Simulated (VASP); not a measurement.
A run of VASP 6.6.1 is set up as follows.

Contents of INCAR:

```
PREC = Accurate ; ENCUT = 520
EDIFF = 1E-6 ; ISMEAR = 0
SIGMA = 0.15 ; LREAL = False
LASPH = True ; NELM = 100
ALGO = Fast ; ISIF = 2
LWAVE = False ; LCHARG = False
GGA = CA ; NBANDS = 15
```

File KPOINTS:

```
Automatic mesh
0
Gamma
  18 18 12
```

The input POSCAR:

```
TiSi
1.0
    1.8161780000     -2.1176240000      0.0000000000
    1.8161780000      2.1176240000      0.0000000000
    0.0000000000      0.0000000000      3.6898159800
Ti Si
1 1
Direct
    0.5000000000      0.5000000000      0.0000000000
    0.0000000000      0.0000000000      0.5000000000
```

Potentials or basis: VASP PAW LDA potentials, release 64 (Ti_sv, Si).

Command:

```bash
$ cat potpaw_LDA.64/Ti_sv/POTCAR potpaw_LDA.64/Si/POTCAR > POTCAR
$ mpirun -np 1 vasp_std > vasp.out
```

Q: Estimate the band gap on the k mesh.

A: None (metal or under the smearing width).

Q: What does it give for the pressure?

A: -3.1 GPa.

Stress tensor (GPa, compression positive):
```
-4.54  0.00  0.00
 0.00 -4.75  0.00
 0.00  0.00  0.02
```
